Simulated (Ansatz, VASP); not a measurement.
# ScAlSe3 in two plane-wave programs, part 2 of 2

Aim: how closely do two programs agree when they are given the same cell, functional and k mesh? The cell is generated by rule, not measured, and may not be a known phase. The two relaxations start from unlike cells of this crystal (the structure described is Ansatz's start), so only their ends are compared.

VASP 6.6.1 and Ansatz 0.2.0.

So far: Starting point; Ansatz: relaxation of cell and atoms, PBE; VASP: relaxation of cell and atoms, PBE.

## Step 3: VASP: relaxation of cell and atoms, PBE (continued)

Level of this step: PBE; plane waves and PAW (Sc_sv, Al, Se); invented cell (VASP).

Numbers of over 12 decimals in the logs are rounded to 6 here.

OUTCAR, selected parts (step 3):

```text
ion  position               nearest neighbor table
   1  0.000  0.822  0.000-   3 2.72   5 2.72   5 2.72   3 2.72
   2  0.500  0.415  0.500-   4 2.35   3 2.52   5 2.52   3 2.52   5 2.52
   3  0.500  0.584  0.000-   2 2.52   2 2.52   1 2.72   1 2.72
   4  0.500  0.035  0.500-   2 2.35
   5  0.000  0.584  0.500-   2 2.52   2 2.52   1 2.72   1 2.72

  LATTYP: Found a simple tetragonal cell.
 ALAT       =     4.5905771808
 C/A-ratio  =     1.3471901988

 Subroutine GETGRP returns: Found  8 space group operations
 (whereof  8 operations were pure point group operations)

The static configuration has the point symmetry C_4v.

 Found     75 irreducible k-points:

   k-points           NKPTS =     75   k-points in BZ     NKDIM =     75   number of bands    NBANDS=     22

   dimension x,y,z NGX =    36 NGY =   48 NGZ =   36
   dimension x,y,z NGXF=    72 NGYF=   96 NGZF=   72

   ENCUT  =  500.0 eV  36.75 Ry    6.06 a.u.   8.37 11.28  8.37*2*pi/ulx,y,z

   NELECT =      32.0000    total number of electrons

 k-points in reciprocal lattice and weights: Automatic mesh
   0.00000000  0.00000000  0.00000000       0.002
   0.12500000  0.00000000  0.00000000       0.008
   0.25000000  0.00000000  0.00000000       0.008
   0.37500000  0.00000000  0.00000000       0.008
   0.50000000  0.00000000  0.00000000       0.004
   0.00000000  0.12500000  0.00000000       0.004
   0.12500000  0.12500000  0.00000000       0.016
   0.25000000  0.12500000  0.00000000       0.016
   0.37500000  0.12500000  0.00000000       0.016
[...]
0.50000000  0.37500000  0.50000000       0.004
   0.50000000  0.50000000  0.50000000       0.002

 average (electrostatic) potential at core
       1 -49.0079       2 -77.6518       3 -54.7927       4 -54.3253       5 -54.7927

 E-fermi :   3.3856

 k-point     1 :       0.0000    0.0000    0.0000
  band No.  band energies     occupation
    ...
     13       1.6474      2.00000
     14       1.9231      2.00000
     15       2.6009      2.00000
     16       2.6009      2.00000
     17       3.0800      2.05278
     18       4.3294     -0.00000
     19       4.7814     -0.00000
     20       5.0064     -0.00000
     21       5.7796     -0.00000
     22       5.7797     -0.00000

 k-point     2 :       0.1250    0.0000    0.0000
  band No.  band energies     occupation
    ...
     12       1.4832      2.00000
     13       1.5269      2.00000
     14       1.9111      2.00000
     15       2.0643      2.00000
     16       2.4548      2.00000
     17       3.4613      0.40773
     18       4.3869     -0.00000
     19       4.9750     -0.00000
     20       5.1890     -0.00000
     21       5.6852     -0.00000
    ...

 k-point     3 :       0.2500    0.0000    0.0000
  band No.  band energies     occupation
    ...
     12       1.1027      2.00000
     13       1.1661      2.00000
     14       1.3627      2.00000
     15       1.8618      2.00000
     16       2.2781      2.00000
     17       3.9441     -0.00057
     18       4.5032     -0.00000
     19       4.9389     -0.00000
     20       5.3951     -0.00000
     21       5.6071     -0.00000
    ...

  Total        0.0001074     -0.0089194      0.0001074     -0.0000000      0.0000000      0.0000000
  in kB        0.0013199     -0.1095871      0.0013199     -0.0000000      0.0000000      0.0000000
  external PRESSURE =      -0.0356491 kB  Pullay stress =       0.0000000 kB

  energy-cutoff  :      500.00
  volume of cell :      130.40
      direct lattice vectors                 reciprocal lattice vectors
     4.589458920 -0.000000000  0.000000000     0.217890609  0.000000000  0.000000000
    -0.000000000  6.191049000  0.000000000     0.000000000  0.161523516  0.000000000
     0.000000000  0.000000000  4.589458920     0.000000000  0.000000000  0.217890609

 POSITION                                       TOTAL-FORCE (eV/Angst)
 -----------------------------------------------------------------------------------
     -0.00000      5.08724      4.58946         0.000000     -0.002792     -0.000000
      2.29473      2.56620      2.29473         0.000000     -0.002293      0.000000
      2.29473      3.61817      0.00000        -0.000000      0.000149      0.000000
      2.29473      0.21509      2.29473        -0.000000      0.004787     -0.000000
     -0.00000      3.61817      2.29473        -0.000000      0.000149      0.000000
 -----------------------------------------------------------------------------------
    total drift:                                0.000000     -0.000649     -0.000001

  FREE ENERGIE OF THE ION-ELECTRON SYSTEM (eV)
  ---------------------------------------------------
  free  energy   TOTEN  =       -25.0782671037 eV

  energy  without entropy=      -25.0785172786  energy(sigma->0) =      -25.07835050

 reached required accuracy - stopping structural energy minimisation

 total charge
# of ion       s       p       d       tot
------------------------------------------
    1        2.153   6.079   0.974   9.205
    2        0.382   0.333   0.000   0.715
    3        1.458   2.450   0.032   3.939
    4        1.455   2.355   0.014   3.824
    5        1.458   2.450   0.032   3.939
--------------------------------------------------
tot          6.904  13.666   1.051  21.622

[... 3 further parts left out ...]
```

CONTCAR:

```
ScAlSe3
   1.00000000000000
     4.5894589201407836   -0.0000000000000000    0.0000000000000000
    -0.0000000000000000    6.1910489998353881    0.0000000000000000
     0.0000000000000000    0.0000000000000000    4.5894589201407836
  Sc              Al              Se
     1     1     3
Direct
     0.0000000000000000    0.8217084470778373    1.0000000000000000
     0.5000000000000000    0.4145011673452956    0.5000000000000000
     0.5000000000000000    0.5844191290456517    0.0000000000000000
     0.5000000000000000    0.0347421002855704    0.5000000000000000
     0.0000000000000000    0.5844191290456517    0.5000000000000000
```

## Step 4: Differences

Known differences besides the potentials themselves: the data sets hold 62 valence electrons in Ansatz (on its PAW soft_1 files) and 32 in VASP; the cutoff is 420 eV in Ansatz and 500 eV in VASP; Ansatz adds a Pulay correction to the stress that steers its cell, VASP none. Total energies have different zeros and are not compared.

The two programs side by side:

```
                                         quantity  Ansatz    VASP  difference
                                      volume (Å³)  130.25  130.40     -0.11 %
edge a after relaxation, in the typed setting (Å)   4.588   4.590     -0.04 %
edge b after relaxation, in the typed setting (Å)   6.189   6.191     -0.04 %
```

## Step 5: Outcome

| Quantity | Value |
| --- | --- |
| difference in volume (relaxation of cell and atoms, PBE) | -0.11 % |

In words: The difference in volume is -0.11 % (relaxation of cell and atoms, PBE), within the 1.2 % picked in this series as the mark of a large difference, as far as the stopping tolerances let one tell. The data sets hold unlike numbers of valence electrons (62 in Ansatz and 32 in VASP), so part of the differences comes from the potentials. 1 further run of this series is not shown here. How closely two codes agree says nothing of how well the functional describes the real material.

[Lines on the potential files, build, host, timing and source positions are cut from VASP's logs without a mark.]

[Logs are printed without paths, hosts, clocks, repeated set-up lines and the standing remarks that a program may print on its own settings, such as how far it seeks lower states.]

[Hosts, paths, dates, database ids (printed as entryN), source tags and the programs' standing remarks are cut or masked in the printed files.]
